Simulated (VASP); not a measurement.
These are PBE GGA, VASP's PBE PAW potentials (set 64) (plane waves; VASP 6.6.1) values and carry that method's errors.

VASP ran on this input.

File POSCAR:
```
Zn36O35P
1
    4.9323206900    -8.5430313936     0.0000000000
    4.9323206900     8.5430313936     0.0000000000
    0.0000000000     0.0000000000    10.5847753959
Zn O P
36 35 1
Direct
  0.2222220000   0.1111110000   0.2500000000
  0.1111110000   0.2222220000   0.0000000000
  0.2222220000   0.1111110000   0.7500000000
  0.1111110000   0.2222220000   0.5000000000
  0.2222220000   0.4444440000   0.2500000000
  0.1111110000   0.5555560000   0.0000000000
  0.2222220000   0.4444440000   0.7500000000
  0.1111110000   0.5555560000   0.5000000000
  0.2222220000   0.7777780000   0.2500000000
  0.1111110000   0.8888890000   0.0000000000
  0.2222220000   0.7777780000   0.7500000000
  0.1111110000   0.8888890000   0.5000000000
  0.5555560000   0.1111110000   0.2500000000
  0.4444440000   0.2222220000   0.0000000000
  0.5555560000   0.1111110000   0.7500000000
  0.4399390000   0.2204020000   0.5044640000
  0.5571130000   0.4459570000   0.2461390000
  0.4444440000   0.5555560000   0.0000000000
  0.5555560000   0.4444440000   0.7500000000
  0.4409530000   0.5487960000   0.4999970000
  0.5555560000   0.7777780000   0.2500000000
  0.4444440000   0.8888890000   0.0000000000
  0.5555560000   0.7777780000   0.7500000000
  0.4444440000   0.8888890000   0.5000000000
  0.8888890000   0.1111110000   0.2500000000
  0.7777780000   0.2222220000   0.0000000000
  0.8888890000   0.1111110000   0.7500000000
  0.7777780000   0.2222220000   0.5000000000
  0.8888890000   0.4444440000   0.2500000000
  0.7777780000   0.5555560000   0.0000000000
  0.8888890000   0.4444440000   0.7500000000
  0.7833130000   0.5577550000   0.5017250000
  0.8888890000   0.7777780000   0.2500000000
  0.7777780000   0.8888890000   0.0000000000
  0.8888890000   0.7777780000   0.7500000000
  0.7777780000   0.8888890000   0.5000000000
  0.2222220000   0.1111110000   0.4410000000
  0.1111110000   0.2222220000   0.1910000000
  0.2222220000   0.1111110000   0.9410000000
  0.1111110000   0.2222220000   0.6910000000
  0.2222220000   0.4444440000   0.4410000000
  0.1111110000   0.5555560000   0.1910000000
  0.2222220000   0.4444440000   0.9410000000
  0.1111110000   0.5555560000   0.6910000000
  0.2222220000   0.7777780000   0.4410000000
  0.1111110000   0.8888890000   0.1910000000
  0.2222220000   0.7777780000   0.9410000000
  0.1111110000   0.8888890000   0.6910000000
  0.5555560000   0.1111110000   0.4410000000
  0.4444440000   0.2222220000   0.1910000000
  0.5555560000   0.1111110000   0.9410000000
  0.4444440000   0.2222220000   0.6910000000
  0.4444440000   0.5555560000   0.1910000000
  0.5555560000   0.4444440000   0.9410000000
  0.4444440000   0.5555560000   0.6910000000
  0.5555560000   0.7777780000   0.4410000000
  0.4444440000   0.8888890000   0.1910000000
  0.5555560000   0.7777780000   0.9410000000
  0.4444440000   0.8888890000   0.6910000000
  0.8888890000   0.1111110000   0.4410000000
  0.7777780000   0.2222220000   0.1910000000
  0.8888890000   0.1111110000   0.9410000000
  0.7777780000   0.2222220000   0.6910000000
  0.8888890000   0.4444440000   0.4410000000
  0.7777780000   0.5555560000   0.1910000000
  0.8888890000   0.4444440000   0.9410000000
  0.7777780000   0.5555560000   0.6910000000
  0.8888890000   0.7777780000   0.4410000000
  0.7777780000   0.8888890000   0.1910000000
  0.8888890000   0.7777780000   0.9410000000
  0.7777780000   0.8888890000   0.6910000000
  0.5579820000   0.4449110000   0.4448910000
```

INCAR:
```
LREAL = Auto   # projection in real space or not
ISMEAR = 0
PREC = Normal
NELECT = 646.0
GGA = PE   # PBE
ENCUT = 400   # plane-wave cut-off (eV)
EDIFF = 1E-5
ISYM = 0
LASPH = T   # aspherical one-centre terms
NSW = 60
SIGMA = 0.05   # width (eV)
ALGO = Fast   # Davidson, then RMM-DIIS
ISIF = 2   # forces and stress, cell fixed
LCHARG = F
LWAVE = F
NELMIN = 4
NELM = 100   # most electronic steps
LMAXMIX = 4   # l cut-off of mixed one-centre charges
SYSTEM = Zn36O35P
IBRION = 2
EDIFFG = -0.03
```

**KPOINTS**
```
Regular mesh
0
Gamma
 1 1 1
0 0 0
```

POTCAR, in this order: Zn O P (PBE.64 set). Program: vasp_gam.

The resulting files:

### OSZICAR
```
...
RMM:   7    -0.316803073839E+03    0.31787E-04   -0.14500E-04   713   0.251E-02    0.293E-02
RMM:   8    -0.316803077204E+03   -0.33650E-05   -0.36490E-05   565   0.116E-02
   5 F= -.31680308E+03 E0= -.31676902E+03  d E =-.211085E+00
       N       E                     dE             d eps       ncg     rms          rms(c)
DAV:   1    -0.316815218189E+03   -0.12144E-01   -0.21672E+01   796   0.877E+00    0.109E+00
RMM:   2    -0.316870630039E+03   -0.55412E-01   -0.46656E-01   774   0.139E+00    0.170E+00
RMM:   3    -0.316859455850E+03    0.11174E-01   -0.69389E-02   774   0.563E-01    0.661E-01
RMM:   4    -0.316858393810E+03    0.10620E-02   -0.89577E-03   781   0.205E-01    0.386E-01
RMM:   5    -0.316857758026E+03    0.63578E-03   -0.23100E-03   775   0.109E-01    0.287E-01
RMM:   6    -0.316857453568E+03    0.30446E-03   -0.18489E-03   780   0.818E-02    0.221E-01
RMM:   7    -0.316857255285E+03    0.19828E-03   -0.42127E-04   760   0.426E-02    0.765E-02
RMM:   8    -0.316857242949E+03    0.12335E-04   -0.11792E-04   711   0.225E-02    0.281E-02
RMM:   9    -0.316857239122E+03    0.38268E-05   -0.29318E-05   518   0.103E-02
   6 F= -.31685724E+03 E0= -.31682365E+03  d E =-.541619E-01
       N       E                     dE             d eps       ncg     rms          rms(c)
DAV:   1    -0.316840135297E+03    0.17108E-01   -0.15812E+01   796   0.749E+00    0.905E-01
RMM:   2    -0.316879423992E+03   -0.39289E-01   -0.34027E-01   774   0.120E+00    0.137E+00
RMM:   3    -0.316872793311E+03    0.66307E-02   -0.50264E-02   774   0.480E-01    0.567E-01
RMM:   4    -0.316871887144E+03    0.90617E-03   -0.64639E-03   778   0.174E-01    0.317E-01
RMM:   5    -0.316871464566E+03    0.42258E-03   -0.16437E-03   775   0.927E-02    0.243E-01
RMM:   6    -0.316871415331E+03    0.49235E-04   -0.13034E-03   778   0.683E-02    0.261E-01
RMM:   7    -0.316871075972E+03    0.33936E-03   -0.38814E-04   762   0.405E-02    0.491E-02
RMM:   8    -0.316871083106E+03   -0.71348E-05   -0.97503E-05   699   0.206E-02
   7 F= -.31687108E+03 E0= -.31683792E+03  d E =-.680059E-01
       N       E                     dE             d eps       ncg     rms          rms(c)
DAV:   1    -0.316875239238E+03   -0.41633E-02   -0.14559E+01   844   0.724E+00    0.596E-01
RMM:   2    -0.316895491313E+03   -0.20252E-01   -0.21499E-01   774   0.976E-01    0.538E-01
RMM:   3    -0.316896536803E+03   -0.10455E-02   -0.27245E-02   774   0.366E-01    0.459E-01
RMM:   4    -0.316895704865E+03    0.83194E-03   -0.35158E-03   778   0.135E-01    0.264E-01
RMM:   5    -0.316895410851E+03    0.29401E-03   -0.10416E-03   776   0.703E-02    0.158E-01
RMM:   6    -0.316895215279E+03    0.19557E-03   -0.60519E-04   774   0.462E-02    0.752E-02
RMM:   7    -0.316895222926E+03   -0.76472E-05   -0.13710E-04   731   0.237E-02    0.632E-02
RMM:   8    -0.316895212100E+03    0.10826E-04   -0.45051E-05   602   0.138E-02    0.216E-02
RMM:   9    -0.316895208575E+03    0.35251E-05   -0.10202E-05   458   0.648E-03
   8 F= -.31689521E+03 E0= -.31686350E+03  d E =-.241255E-01
       N       E                     dE             d eps       ncg     rms          rms(c)
DAV:   1    -0.316886834411E+03    0.83777E-02   -0.11274E+01   820   0.637E+00    0.506E-01
RMM:   2    -0.316902603404E+03   -0.15769E-01   -0.16770E-01   774   0.862E-01    0.454E-01
RMM:   3    -0.316903709086E+03   -0.11057E-02   -0.21260E-02   774   0.319E-01    0.414E-01
RMM:   4    -0.316902930343E+03    0.77874E-03   -0.26466E-03   778   0.118E-01    0.207E-01
RMM:   5    -0.316902716332E+03    0.21401E-03   -0.84850E-04   774   0.638E-02    0.115E-01
RMM:   6    -0.316902606456E+03    0.10988E-03   -0.40847E-04   774   0.400E-02    0.430E-02
RMM:   7    -0.316902618680E+03   -0.12224E-04   -0.10719E-04   718   0.203E-02    0.310E-02
RMM:   8    -0.316902616155E+03    0.25249E-05   -0.20590E-05   487   0.930E-03
   9 F= -.31690262E+03 E0= -.31687221E+03  d E =-.315330E-01
       N       E                     dE             d eps       ncg     rms          rms(c)
DAV:   1    -0.316897088675E+03    0.55300E-02   -0.11226E+01   812   0.636E+00    0.528E-01
RMM:   2    -0.316916336344E+03   -0.19248E-01   -0.20502E-01   774   0.909E-01    0.398E-01
RMM:   3    -0.316918097670E+03   -0.17613E-02   -0.26075E-02   774   0.342E-01    0.449E-01
RMM:   4    -0.316917245702E+03    0.85197E-03   -0.32409E-03   780   0.127E-01    0.202E-01
RMM:   5    -0.316916966606E+03    0.27910E-03   -0.86952E-04   774   0.656E-02    0.105E-01
RMM:   6    -0.316916882202E+03    0.84404E-04   -0.44971E-04   773   0.419E-02    0.433E-02
RMM:   7    -0.316916892874E+03   -0.10672E-04   -0.11827E-04   720   0.211E-02    0.305E-02
RMM:   8    -0.316916890863E+03    0.20113E-05   -0.22229E-05   493   0.970E-03
  10 F= -.31691689E+03 E0= -.31688709E+03  d E =-.142747E-01
       N       E                     dE             d eps       ncg     rms          rms(c)
DAV:   1    -0.316903584669E+03    0.13308E-01   -0.93674E+00   812   0.581E+00    0.485E-01
RMM:   2    -0.316919733741E+03   -0.16149E-01   -0.17171E-01   774   0.833E-01    0.367E-01
RMM:   3    -0.316921248272E+03   -0.15145E-02   -0.21816E-02   774   0.313E-01    0.417E-01
RMM:   4    -0.316920497962E+03    0.75031E-03   -0.27024E-03   780   0.116E-01    0.181E-01
RMM:   5    -0.316920251874E+03    0.24609E-03   -0.73079E-04   774   0.597E-02    0.833E-02
RMM:   6    -0.316920212577E+03    0.39298E-04   -0.36176E-04   771   0.380E-02    0.405E-02
RMM:   7    -0.316920221943E+03   -0.93662E-05   -0.83290E-05   692   0.183E-02
  11 F= -.31692022E+03 E0= -.31689094E+03  d E =-.176058E-01
       N       E                     dE             d eps       ncg     rms          rms(c)
DAV:   1    -0.316908014507E+03    0.12198E-01   -0.14381E+01   812   0.720E+00    0.522E-01
RMM:   2    -0.316927758345E+03   -0.19744E-01   -0.21418E-01   774   0.951E-01    0.322E-01
RMM:   3    -0.316929369610E+03   -0.16113E-02   -0.26869E-02   774   0.355E-01    0.363E-01
RMM:   4    -0.316929035389E+03    0.33422E-03   -0.36273E-03   789   0.131E-01    0.229E-01
RMM:   5    -0.316928680995E+03    0.35439E-03   -0.80276E-04   774   0.654E-02    0.978E-02
RMM:   6    -0.316928614776E+03    0.66219E-04   -0.50007E-04   773   0.442E-02    0.454E-02
RMM:   7    -0.316928627262E+03   -0.12486E-04   -0.10990E-04   723   0.213E-02    0.437E-02
RMM:   8    -0.316928621603E+03    0.56587E-05   -0.23915E-05   490   0.999E-03
  12 F= -.31692862E+03 E0= -.31689994E+03  d E =-.839966E-02
       N       E                     dE             d eps       ncg     rms          rms(c)
DAV:   1    -0.316926218800E+03    0.24085E-02   -0.18772E+00   876   0.260E+00    0.190E-01
RMM:   2    -0.316928853722E+03   -0.26349E-02   -0.28514E-02   774   0.346E-01    0.115E-01
RMM:   3    -0.316929062247E+03   -0.20852E-03   -0.35547E-03   774   0.129E-01    0.128E-01
RMM:   4    -0.316929027064E+03    0.35183E-04   -0.47935E-04   789   0.475E-02    0.838E-02
RMM:   5    -0.316928980385E+03    0.46680E-04   -0.10575E-04   728   0.238E-02    0.362E-02
RMM:   6    -0.316928972247E+03    0.81373E-05   -0.65939E-05   675   0.161E-02
  13 F= -.31692897E+03 E0= -.31690044E+03  d E =-.875030E-02
       N       E                     dE             d eps       ncg     rms          rms(c)
DAV:   1    -0.316926249202E+03    0.27312E-02   -0.27788E+00   796   0.317E+00    0.306E-01
RMM:   2    -0.316931081391E+03   -0.48322E-02   -0.49874E-02   774   0.475E-01    0.305E-01
RMM:   3    -0.316931385285E+03   -0.30389E-03   -0.66369E-03   774   0.175E-01    0.237E-01
RMM:   4    -0.316931166323E+03    0.21896E-03   -0.83685E-04   781   0.662E-02    0.119E-01
RMM:   5    -0.316931089683E+03    0.76641E-04   -0.27814E-04   761   0.344E-02    0.396E-02
RMM:   6    -0.316931096965E+03   -0.72827E-05   -0.86629E-05   712   0.193E-02
  14 F= -.31693110E+03 E0= -.31690249E+03  d E =-.212472E-02
```

**OUTCAR**
```
------------------------ aborting loop because EDIFF is reached ----------------------------------------
  FORCE on cell =-STRESS in cart. coord.  units (eV):
  Direction    XX          YY          ZZ          XY          YZ          ZX
  --------------------------------------------------------------------------------------
  Total      -19.6282348    -19.1234167    -19.3444546     -0.0134292     -0.0078847     -0.0367729
  in kB      -35.2546880    -34.3479735    -34.7449845     -0.0241205     -0.0141618     -0.0660486
  external PRESSURE =     -34.7825487 kB  Pullay stress =       0.0000000 kB
  volume of cell :      892.02
      direct lattice vectors                 reciprocal lattice vectors
     4.932320690 -8.543031394  0.000000000     0.101372160 -0.058527234  0.000000000
     4.932320690  8.543031394  0.000000000     0.101372160  0.058527234  0.000000000
     0.000000000  0.000000000 10.584775396     0.000000000  0.000000000  0.094475316
  FREE ENERGIE OF THE ION-ELECTRON SYSTEM (eV)
  ---------------------------------------------------
  free  energy   TOTEN  =      -316.9310969652 eV

  energy  without entropy=     -316.8738896203  energy(sigma->0) =     -316.90249329

 reached required accuracy - stopping structural energy minimisation
```
(Selected blocks of OUTCAR.)

### CONTCAR
```
Zn36O35P
   1.00000000000000
     4.9323206900000001   -8.5430313935999997    0.0000000000000000
     4.9323206900000001    8.5430313935999997    0.0000000000000000
     0.0000000000000000    0.0000000000000000   10.5847753958999995
  Zn              O               P
    36    35     1
Direct
     0.2248191448126796    0.1123127193110344    0.2481183407664610
     0.1096566163722567    0.2214812665476997    0.0034968941816213
     0.2162535119197866    0.1088203228274697    0.7546177433188435
     0.1099994405421184    0.2215277577196673    0.5000078635086121
     0.2247768064472865    0.4458541890997705    0.2479688500206527
     0.1114658849573310    0.5560960585359370    0.0028244181266703
     0.2165377669147983    0.4407522462583068    0.7543174042890979
     0.1121942146679166    0.5567496169433126    0.5017626166928612
     0.2222977658243558    0.7777560039978612    0.2500456152043024
     0.1115565333223304    0.8885495465666554    0.0031143133162635
     0.2222349331873752    0.7777933916375378    0.7528619619031933
     0.1120029835714063    0.8883320282736775    0.5017579534175606
     0.5538323301470619    0.1120657850384236    0.2481652839592976
     0.4435620305220358    0.2205956144994873    0.9912745960892848
     0.5589694825331650    0.1086749068164130    0.7544993825573224
     0.4308166820816856    0.1947872968996668    0.5144977720462451
     0.5560669314993533    0.4446366272785002    0.2254098156664301
     0.4435280740441821    0.5563381370368096    0.9912164822368494
     0.5556801094784950    0.4442351460541403    0.7449278645397578
     0.4309014285294797    0.5689479027861164    0.5140452100589102
     0.5538735117124328    0.7751002100422667    0.2480329675378915
     0.4438417627570015    0.8885585294684825    0.0030432462511707
     0.5589132045554789    0.7831589513192719    0.7542116129486088
     0.4431166713216707    0.8878723213777074    0.5017997210026086
     0.8886542130581206    0.1109951123275910    0.2509788845369880
     0.7784068277664523    0.2215975651810261    0.0035561759202836
     0.8885204914226963    0.1109625110140243    0.7516157114528060
     0.7779546280260295    0.2218956383896196    0.4999378024159288
     0.8881438417687999    0.4461931096091432    0.2479958184158196
     0.7797375503708331    0.5565684118646265    0.9909761475174913
     0.8913186300283421    0.4408789160658262    0.7542771918776422
     0.8053224283739732    0.5691912660143881    0.5143020960839444
     0.8881171316090493    0.7754109805281720    0.2480471022274219
     0.7784571525049304    0.8901898591175270    0.0033946268986023
     0.8912252766738123    0.7836452663821935    0.7542868903225207
     0.7780456919261389    0.8892688332295580    0.5000139989291917
     0.2195467147949816    0.1075892561447070    0.4396776235709258
     0.1113581345835411    0.2223694063071664    0.1931323245135499
     0.2186257038656486    0.1094934864956858    0.9415534773847906
     0.1102783185684976    0.2216925208070549    0.6888459274556165
     0.2196066700793649    0.4449821564853008    0.4395503813451553
     0.1113598995303333    0.5557238436006506    0.1921086707740763
     0.2187249282400827    0.4423231818462363    0.9413294414498687
     0.1115988670320964    0.5561258262875729    0.6897692559760856
     0.2221587664072964    0.7776315099860223    0.4407733840968895
     0.1113648769345986    0.8889602473557334    0.1923670118046423
     0.2223611782987529    0.7777804838117066    0.9414535838946855
     0.1114636091831418    0.8886650680413757    0.6897392491816178
     0.5544838889049175    0.1072451438485547    0.4396759734597200
     0.4419427923945777    0.2173420168788176    0.1796154279525438
     0.5574846021973157    0.1095019283501369    0.9414950101229066
     0.4407585820094645    0.2150483846629301    0.6996302029633513
     0.4420284446538438    0.5579181606207184    0.1794671854959101
     0.5556911475190003    0.4445182501187682    0.9352079466212104
     0.4410721209970531    0.5586125475761865    0.6992157633333221
     0.5546889474199578    0.7803125192936480    0.4395629819403530
     0.4443816225235081    0.8888373010059670    0.1922179180581114
     0.5575676536356411    0.7813168341275252    0.9413223398682177
     0.4438740642264927    0.8884645210737583    0.6898651772155447
     0.8886194316517082    0.1108857070938545    0.4406734924792423
     0.7774384726702196    0.2225857472791864    0.1931991500812923
     0.8886824310292413    0.1110218059408439    0.9407161224045939
     0.7777866657110128    0.2219553488289193    0.6887983478339029
     0.8927755401922323    0.4453738884266802    0.4395567546380592
     0.7831299480019516    0.5583382091067965    0.1793509434031628
     0.8904994316890544    0.4423801824858645    0.9412483192030308
     0.7848222827928767    0.5590401419720263    0.6993817322608117
     0.8926899816928380    0.7804625354660202    0.4396030977960638
     0.7773919084802222    0.8882292381660467    0.1929987057926538
     0.8906817630510248    0.7815871244390652    0.9413127012147358
     0.7779348539243879    0.8892558456237969    0.6888551889808486
     0.5558460698622689    0.4442345843847627    0.4375448091934348
```

At this cut-off the stress carries a Pulay error, which pulls relaxed volumes low. The cell is charged, with a uniform compensating background. The supercell is sampled at Γ alone, which is coarse: total energies, pressure and levels can be off, energies of defects by several tenths of an eV.

The cell is a supercell with a defect, built from ZnO (wurtzite): P_O, charge +1. The run is not spin-polarised, so no state with unpaired spins was tried.
